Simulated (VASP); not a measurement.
# PBr (P-1) in VASP: reference runs

How does PBr come out in PBE? The cell is run as given and disturbed, and energy against volume gives the equilibrium volume and stiffness.

Everything below comes from runs of VASP 6.6.1. Logs are shortened: lines on timing, memory, paths and dates and some standing lists are left out, and cuts for length are marked.

**1. Starting point**

The typed cell holds 4 atoms: a = 4.939 Å, b = 5.589 Å, c = 6.306 Å, α = 93.19°, β = 96.34°, γ = 111.65°.

The cell comes from a database or a generator and needn't be the stable form of this composition.

**2. Single point, PBE**

Input file INCAR:

```
SYSTEM = PBr
PREC = Accurate
ENCUT = 520
EDIFF = 1E-7
ISMEAR = -1
SIGMA = 0.05
LREAL = .False.
LASPH = .True.
NELM = 80
ALGO = Normal
ISIF = 2
LWAVE = .False.
LCHARG = .False.
GGA = PE
NBANDS = 20
```

Input file KPOINTS:

```
Automatic mesh
0
Gamma
  6 5 5
  0 0 0
```

Input file POSCAR:

```
PBr
1.0
    4.9385630000      0.0000000000      0.0000000000
   -2.0623900000      5.1944970000      0.0000000000
   -0.6967810000     -0.6537650000      6.2332560000
Br P
2 2
Direct
    0.6657980000      0.8550130000      0.2427560000
    0.3342020000      0.1449870000      0.7572440000
    0.6407200000      0.4997570000      0.6318710000
    0.3592800000      0.5002430000      0.3681290000
```

Potentials or basis: VASP PAW PBE potentials, release 64 (Br, P).

Run with:

```console
$ cat potpaw_PBE.64/Br/POTCAR potpaw_PBE.64/P/POTCAR > POTCAR
$ mpirun -np 1 vasp_std > vasp.out
```

OUTCAR:

```text
SYSTEM = PBr
   PREC = Accurate
   ENCUT = 520
   EDIFF = 1E-7
   ISMEAR = -1
   LREAL = .False.
   LASPH = .True.
   NELM = 80
   ISIF = 2
   GGA = PE

 ion  position               nearest neighbor table
   1  0.666  0.855  0.243-   4 2.25
   2  0.334  0.145  0.757-   3 2.25
   3  0.641  0.500  0.632-   4 2.05   2 2.25
   4  0.359  0.500  0.368-   3 2.05   1 2.25

  LATTYP: Found a triclinic cell.
 ALAT       =    10.6206512695
 B/A-ratio  =     1.2981108736
 C/A-ratio  =     0.5937545491
 COS(alpha) =     0.0054841721
 COS(beta)  =     0.5716244624
 COS(gamma) =     0.8051544706

  Lattice vectors:

 A1 = (  -6.3041720000,   5.8482620000,  -6.2332560000)
 A2 = (  -9.0633430000,  10.3889940000,   0.0000000000)
 A3 = (   0.6967810000,   0.6537650000,  -6.2332560000)

Analysis of symmetry for initial positions (statically):
=====================================================================
 Subroutine PRICEL returns:
 Original cell was already a primitive cell.

 Routine SETGRP: Setting up the symmetry group for a
 triclinic supercell.

 Subroutine GETGRP returns: Found  2 space group operations
 (whereof  2 operations were pure point group operations)
 out of a pool of  2 trial point group operations.

The static configuration has the point symmetry S_2 .

Analysis of symmetry for dynamics (positions and initial velocities):
=====================================================================
 Subroutine PRICEL returns:
 Original cell was already a primitive cell.

 Routine SETGRP: Setting up the symmetry group for a
 triclinic supercell.

 Subroutine GETGRP returns: Found  2 space group operations
 (whereof  2 operations were pure point group operations)
 out of a pool of  2 trial point group operations.

The dynamic configuration has the point symmetry S_2 .

 Subroutine INISYM returns: Found  2 space group operations
 (whereof  2 operations are pure point group operations),
 and found     1 'primitive' translations

----------------------------------------------------------------------------------------

                                     Primitive cell

  volume of cell :     159.9039

  direct lattice vectors                    reciprocal lattice vectors
     4.938563000  0.000000000  0.000000000     0.202488052  0.080394566  0.031067067
    -2.062390000  5.194497000  0.000000000     0.000000000  0.192511421  0.020191250
    -0.696781000 -0.653765000  6.233256000     0.000000000  0.000000000  0.160429798

  length of vectors
     4.938563000  5.588940114  6.306060006     0.220067853  0.193567388  0.160429798

  position of ions in fractional coordinates (direct lattice)
     0.665798000  0.855013000  0.242756000
     0.334202000  0.144987000  0.757244000
     0.640720000  0.499757000  0.631871000
     0.359280000  0.500243000  0.368129000

  ion indices of the primitive-cell ions
   primitive index   ion index
                 1           1
                 2           2
                 3           3
                 4           4

----------------------------------------------------------------------------------------

 KPOINTS: Automatic mesh

Automatic generation of k-mesh.
 Grid dimensions read from file:
 generate k-points for:    6    5    5

 Generating k-lattice:

  Cartesian coordinates                     Fractional coordinates (reciprocal lattice)
     0.033748009  0.013399094  0.005177844     0.166666667  0.000000000  0.000000000
     0.000000000  0.038502284  0.004038250     0.000000000  0.200000000  0.000000000
     0.000000000  0.000000000  0.032085960     0.000000000  0.000000000  0.200000000

  Length of vectors
     0.036677976  0.038713478  0.032085960

  Shift w.r.t. Gamma in fractional coordinates (k-lattice)
     0.000000000  0.000000000  0.000000000

 Subroutine IBZKPT returns following result:
 ===========================================

 Found     76 irreducible k-points:

 Following reciprocal coordinates:
            Coordinates               Weight
  0.000000  0.000000  0.000000      1.000000
  0.166667  0.000000 -0.000000      2.000000
  0.333333  0.000000  0.000000      2.000000
  0.500000  0.000000  0.000000      1.000000
  0.000000  0.200000 -0.000000      2.000000
  0.166667  0.200000 -0.000000      2.000000
[... 16 lines left out ...]
  0.000000  0.200000  0.200000      2.000000
  0.166667  0.200000  0.200000      2.000000
 [... further k-points ...]
   k-points           NKPTS =     76   k-points in BZ     NKDIM =     76   number of bands    NBANDS=     20
   number of dos      NEDOS =    301   number of ions     NIONS =      4
   total plane-waves  NPLWV =  80640
   dimension x,y,z NGX =    40 NGY =   42 NGZ =   48
   dimension x,y,z NGXF=    80 NGYF=   84 NGZF=   96
   ions per type =               2   2
   NGX,Y,Z   is equivalent  to a cutoff of  13.47, 12.49, 12.65 a.u.
   NGXF,Y,Z  is equivalent  to a cutoff of  26.93, 24.99, 25.31 a.u.
 SYSTEM =  PBr
   PREC   = accura    normal or accurate (medium, high low for compatibility)
   ISTART =      0    job   : 0-new  1-cont  2-samecut
   ICHARG =      2    charge: 1-file 2-atom 10-const
   ISPIN  =      1    spin polarized calculation?
   LNONCOLLINEAR =      F non collinear calculations
   LSORBIT =      F    spin-orbit coupling
   LASPH  =      T    aspherical Exc in radial PAW
   ENCUT  =  520.0 eV  38.22 Ry    6.18 a.u.   9.18 10.39 11.73*2*pi/ulx,y,z
   NELM   =     80;   NELMIN=  2; NELMDL= -5     # of ELM steps
   EDIFF  = 0.1E-06   stopping-criterion for ELM
   LREAL  =      F    real-space projection
   EDIFFG = 0.1E-05   stopping-criterion for IOM
   NSW    =      0    number of steps for IOM
   IBRION =     -1    ionic relax: 0-MD 1-quasi-New 2-CG
   NFREE  =      0    steps in history (QN), initial steepest desc. (CG)
   ISIF   =      2    stress and relaxation
   ISYM   =      2    0-nonsym 1-usesym 2-fastsym
   POTIM  = 0.5000    time-step for ionic-motion
   TEBEG  =    0.0;   TEEND  =   0.0 temperature during run
   PSTRESS=    0.0 pullay stress
   NELECT =      24.0000    total number of electrons
   NUPDOWN=      -1.0000    fix difference up-down
   EMIN   =  10.00;   EMAX   =-10.00  energy-range for DOS
   EFERMI =   0.00;   METHOD = LEGACY
   ISMEAR =    -1;   SIGMA  =   0.05  broadening in eV -4-tet -1-fermi 0-gaus
   EFERMI_NEDOS =   21; number of points for ismear=-14 and -15
   IALGO  =     38    algorithm
   IMIX   =      4    mixing-type and parameters
     AMIX     =   0.40;   BMIX     =  1.00
     AMIX_MAG =   1.60;   BMIX_MAG =  1.00
  volume/ion in A,a.u.               =      39.98       269.77
  Fermi-wavevector in a.u.,A,eV,Ry     =   0.870013  1.644085 10.298549  0.756922
  Thomas-Fermi vector in A             =   1.988917
   LORBIT       =      0    0 simple, 1 ext, 2 COOP (PROOUT), +10 PAW based schemes
   GGA     = PE    functional components
   LHFCALC =     F    Hartree Fock is set to
   AEXX    =    0.0000 exact exchange contribution
   IVDW    =     0    specifies the selected vdW correction
   LEPSILON=     F    determine dielectric tensor
   LRPA    =     F    only Hartree local field effects (RPA)
 non-spin polarized calculation
  energy-cutoff  :      520.00
  volume of cell :      159.90
 maximum number of plane-waves:      4334
 NGX is ok and might be reduce to    40
   NGX = 19   NGY = 21   NGZ = 23

 number of electron      23.9999999 magnetization

 Free energy of the ion-electron system (eV)
  ---------------------------------------------------
  ext. energy  EPLUGINS =         0.00000000
  ---------------------------------------------------
  free energy    TOTEN  =       -14.13160600 eV

  energy without entropy =      -14.13160594  energy(sigma->0) =      -14.13160597

 E-fermi :   0.0111     XC(G=0):  -6.7615

 val. band max:       -0.7455009230   @ k =   0.0000   0.4000   0.4000
 cond. band min:       0.7357304049   @ k =   0.0000   0.4000   0.4000
 fundamental gap:      1.4812313278
 Fermi energy:         0.0110638696

 k-point     1 :       0.0000    0.0000    0.0000
  band No.  band energies     occupation
      1     -15.7560      2.00000
      2     -15.3590      2.00000
      3     -11.5882      2.00000
      4      -7.8654      2.00000
      5      -4.6336      2.00000
      6      -4.5824      2.00000
[... 12 lines left out ...]
     19       6.4041      0.00000
     20       7.6021      0.00000

 k-point     2 :       0.1667    0.0000   -0.0000
  band No.  band energies     occupation
      1     -15.7389      2.00000
      2     -15.3627      2.00000
      3     -11.5939      2.00000
      4      -7.9519      2.00000
      5      -4.7101      2.00000
      6      -4.4222      2.00000
[... 12 lines left out ...]
     19       6.5672      0.00000
     20       7.4270      0.00000

 k-point     3 :       0.3333    0.0000    0.0000
  band No.  band energies     occupation
      1     -15.7024      2.00000
      2     -15.3721      2.00000
      3     -11.6052      2.00000
      4      -8.1153      2.00000
      5      -4.6505      2.00000
      6      -4.3798      2.00000
[... 12 lines left out ...]
     19       7.1796      0.00000
     20       7.5430      0.00000

 k-point     4 :       0.5000    0.0000    0.0000
  band No.  band energies     occupation
      1     -15.6828      2.00000
      2     -15.3782      2.00000
      3     -11.6109      2.00000
      4      -8.1928      2.00000
      5      -4.5141      2.00000
      6      -4.4908      2.00000
[... 429 lines left out ...]
 k-point    23 :       0.0000    0.2000    0.2000
  band No.  band energies     occupation
      1     -15.7160      2.00000
      2     -15.3845      2.00000
      3     -11.6422      2.00000
      4      -7.9223      2.00000
      5      -4.6722      2.00000
      6      -4.3612      2.00000
[... 12 lines left out ...]
     19       6.5574      0.00000
     20       7.3809      0.00000

 k-point    24 :       0.1667    0.2000    0.2000
  band No.  band energies     occupation
      1     -15.6861      2.00000
      2     -15.3950      2.00000
      3     -11.6650      2.00000
      4      -8.0585      2.00000
      5      -4.5541      2.00000
      6      -4.3342      2.00000
[... 12 lines left out ...]
     19       6.8732      0.00000
     20       7.8628      0.00000

 [... further k-points ...]

------------------------ aborting loop because EDIFF is reached ----------------------------------------

  FORCE on cell =-STRESS in cart. coord.  units (eV):
  Direction    XX          YY          ZZ          XY          YZ          ZX
  --------------------------------------------------------------------------------------
  -------------------------------------------------------------------------------------
  Total        0.0353089      0.1189327      0.1135567     -0.0679010      0.0719322      0.0991468
  in kB        0.3537818      1.1916615      1.1377953     -0.6803425      0.7207338      0.9934143
  external PRESSURE =       0.8944128 kB  Pullay stress =       0.0000000 kB

 VOLUME and BASIS-vectors are now :
 -----------------------------------------------------------------------------
  energy-cutoff  :      520.00
  volume of cell :      159.90
      direct lattice vectors                 reciprocal lattice vectors
     4.938563000  0.000000000  0.000000000     0.202488052  0.080394566  0.031067067
    -2.062390000  5.194497000  0.000000000     0.000000000  0.192511421  0.020191250
    -0.696781000 -0.653765000  6.233256000     0.000000000  0.000000000  0.160429798

 POSITION                                       TOTAL-FORCE (eV/Angst)
 -----------------------------------------------------------------------------------
      1.35557      4.28266      1.51316        -0.008010     -0.093093     -0.023308
      0.82382      0.25807      4.72010         0.008010      0.093093      0.023308
      1.69327      2.18289      3.93861        -0.000517     -0.049254     -0.016925
      0.48613      2.35784      2.29464         0.000517      0.049254      0.016925
 -----------------------------------------------------------------------------------
    total drift:                               -0.000000      0.000000      0.000000

  FREE ENERGIE OF THE ION-ELECTRON SYSTEM (eV)
  ---------------------------------------------------
  free  energy   TOTEN  =       -14.1316059988 eV

  energy  without entropy=      -14.1316059440  energy(sigma->0) =      -14.13160597
```

Run time: 2.5 min. Hardware: 1 thread of Intel Xeon 6975P-C (Granite Rapids), shared host; peak memory 0.38 GiB.

What came out:

```yaml
Free_energy: -14.1316 eV
Pressure: 0.1 GPa
Largest_force: 0.096 eV/Å
Band_gap_on_the_k_mesh: 1.48 eV, direct
```

Forces in eV/Å, atoms in the order of the input:
```
Br  -0.008 -0.093 -0.023
Br   0.008  0.093  0.023
P   -0.001 -0.049 -0.017
P    0.001  0.049  0.017
```

Levels at points of the mesh, in eV from the valence-band top:
```csv
k point,band 8,band 9,band 10,band 11,band 12,band 13,band 14,band 15,band 16,band 17
"(0.00, 0.00, 0.00)",-2.22,-2.20,-1.41,-1.14,-0.57,1.92,3.23,4.66,5.54,5.64
"(0.50, 0.00, 0.00)",-2.40,-2.27,-1.59,-0.91,-0.28,2.29,2.69,3.55,4.73,6.30
```

Caveat: an odd mesh through Γ misses points on the zone boundary, where band edges often lie.

**3. Single point, PBE (atoms moved at random, drawn with an rms of 0.05 Å)**

Input file INCAR:

```
PREC = Accurate ; ENCUT = 520
EDIFF = 1E-7 ; ISMEAR = -1
SIGMA = 0.05 ; LREAL = False
LASPH = True ; NELM = 80
ALGO = Normal ; ISIF = 2
LWAVE = False ; LCHARG = False
GGA = PE ; NBANDS = 20
```

Input file KPOINTS:

```
regular mesh
0
Gamma
  6 5 5
```

Input file POSCAR:

```
PBr
1.0
    4.9385630000      0.0000000000      0.0000000000
   -2.0623900000      5.1944970000      0.0000000000
   -0.6967810000     -0.6537650000      6.2332560000
Br P
2 2
Direct
    0.6583320000      0.8530730000      0.2410890000
    0.3309270000      0.1436850000      0.7589710000
    0.6397640000      0.4981900000      0.6328680000
    0.3594060000      0.4971470000      0.3737420000
```

Potentials or basis: VASP PAW PBE potentials, release 64 (Br, P).

Run with:

```console
$ cat potpaw_PBE.64/Br/POTCAR potpaw_PBE.64/P/POTCAR > POTCAR
$ mpirun -np 1 vasp_std > vasp.out
```

OUTCAR:

```text
PREC = Accurate
   ENCUT = 520
   EDIFF = 1E-7
   ISMEAR = -1
   LREAL = False
   LASPH = True
   NELM = 80
   ISIF = 2
   GGA = PE

 ion  position               nearest neighbor table
   1  0.658  0.853  0.241-   4 2.26
   2  0.331  0.144  0.759-   3 2.26
   3  0.640  0.498  0.633-   4 2.02   2 2.26
   4  0.359  0.497  0.374-   3 2.02   1 2.26

  LATTYP: Found a triclinic cell.
 ALAT       =    10.6206512695
 B/A-ratio  =     1.2981108736
 C/A-ratio  =     0.5937545491
[... 751 lines left out ...]

  FORCE on cell =-STRESS in cart. coord.  units (eV):
  Direction    XX          YY          ZZ          XY          YZ          ZX
  --------------------------------------------------------------------------------------
  -------------------------------------------------------------------------------------
  Total        0.4259101     -0.1707951      0.6875894     -0.1890016      0.2086028      0.6753215
  in kB        4.2674600     -1.7113032      6.8893883     -1.8937257      2.0901223      6.7664687
  external PRESSURE =       3.1485150 kB  Pullay stress =       0.0000000 kB

 VOLUME and BASIS-vectors are now :
 -----------------------------------------------------------------------------
  energy-cutoff  :      520.00
  volume of cell :      159.90
      direct lattice vectors                 reciprocal lattice vectors
     4.938563000  0.000000000  0.000000000     0.202488052  0.080394566  0.031067067
    -2.062390000  5.194497000  0.000000000     0.000000000  0.192511421  0.020191250
    -0.696781000 -0.653765000  6.233256000     0.000000000  0.000000000  0.160429798

 POSITION                                       TOTAL-FORCE (eV/Angst)
 -----------------------------------------------------------------------------------
      1.32386      4.27367      1.50277        -0.022684     -0.207529      0.060670
      0.80913      0.25018      4.73086         0.022977      0.127404     -0.006411
      1.69108      2.17410      3.94483         0.326045     -0.078058      0.421481
      0.48922      2.33809      2.32963        -0.326337      0.158182     -0.475739
 -----------------------------------------------------------------------------------
    total drift:                                0.000091      0.000045      0.000304

  FREE ENERGIE OF THE ION-ELECTRON SYSTEM (eV)
  ---------------------------------------------------
  free  energy   TOTEN  =       -14.1232938079 eV

  energy  without entropy=      -14.1232937856  energy(sigma->0) =      -14.12329380
```

OSZICAR:

```text
N       E                     dE             d eps       ncg     rms          rms(c)
DAV:   1     0.136306921304E+03    0.13631E+03   -0.91782E+03  3040   0.953E+02
DAV:   2    -0.177051310141E+01   -0.13808E+03   -0.13406E+03  4052   0.168E+02
DAV:   3    -0.142769752997E+02   -0.12506E+02   -0.12457E+02  3884   0.572E+01
DAV:   4    -0.144455684010E+02   -0.16859E+00   -0.16849E+00  3864   0.785E+00
DAV:   5    -0.144478984769E+02   -0.23301E-02   -0.23300E-02  3928   0.936E-01    0.999E+00
DAV:   6    -0.141876063862E+02    0.26029E+00   -0.25056E-01  3592   0.260E+00    0.555E+00
DAV:   7    -0.141229656541E+02    0.64641E-01   -0.32701E-01  3720   0.271E+00    0.806E-01
DAV:   8    -0.141230505087E+02   -0.84855E-04   -0.35542E-02  3456   0.102E+00    0.473E-01
DAV:   9    -0.141232982397E+02   -0.24773E-03   -0.17564E-03  3620   0.227E-01    0.179E-01
DAV:  10    -0.141232473251E+02    0.50915E-04   -0.77941E-04  3552   0.143E-01    0.623E-02
DAV:  11    -0.141232863394E+02   -0.39014E-04   -0.10529E-04  3788   0.569E-02    0.351E-02
DAV:  12    -0.141232873542E+02   -0.10148E-05   -0.46962E-06  4172   0.115E-02    0.136E-02
DAV:  13    -0.141232935598E+02   -0.62056E-05   -0.76070E-06  3272   0.177E-02    0.503E-03
DAV:  14    -0.141232936611E+02   -0.10123E-06   -0.60284E-07  4076   0.526E-03    0.173E-03
DAV:  15    -0.141232937846E+02   -0.12351E-06   -0.89681E-08  2832   0.204E-03    0.487E-04
DAV:  16    -0.141232938079E+02   -0.23314E-07   -0.26301E-08  2648   0.114E-03
   1 F= -.14123294E+02 E0= -.14123294E+02  d E =-.223244E-07
```

stdout:

```text
POSCAR found type information on POSCAR BrP
 POSCAR found :  2 types and       4 ions
 scaLAPACK will be used
 LDA part: xc-table for (Slater+PW92), standard interpolation
 POSCAR, INCAR and KPOINTS ok, starting setup
 FFT: planning ... GRIDC
 FFT: planning ... GRID_SOFT
 FFT: planning ... GRID
 WAVECAR not read
 entering main loop
```

Run time: 2.6 min. Hardware: 1 thread of Intel Xeon 6975P-C (Granite Rapids), shared host; peak memory 0.38 GiB.

What came out:

```yaml
Free_energy: -14.1233 eV
Pressure: 0.3 GPa
Largest_force: 0.598 eV/Å
Band_gap_on_the_k_mesh: 1.58 eV, direct
```

Forces on the atoms (eV/Å):
```
Br  -0.023 -0.208  0.061
Br   0.023  0.127 -0.006
P    0.326 -0.078  0.421
P   -0.326  0.158 -0.476
```

Caveat: an odd mesh through Γ misses points on the zone boundary, where band edges often lie.

[end of part 1 of 2]
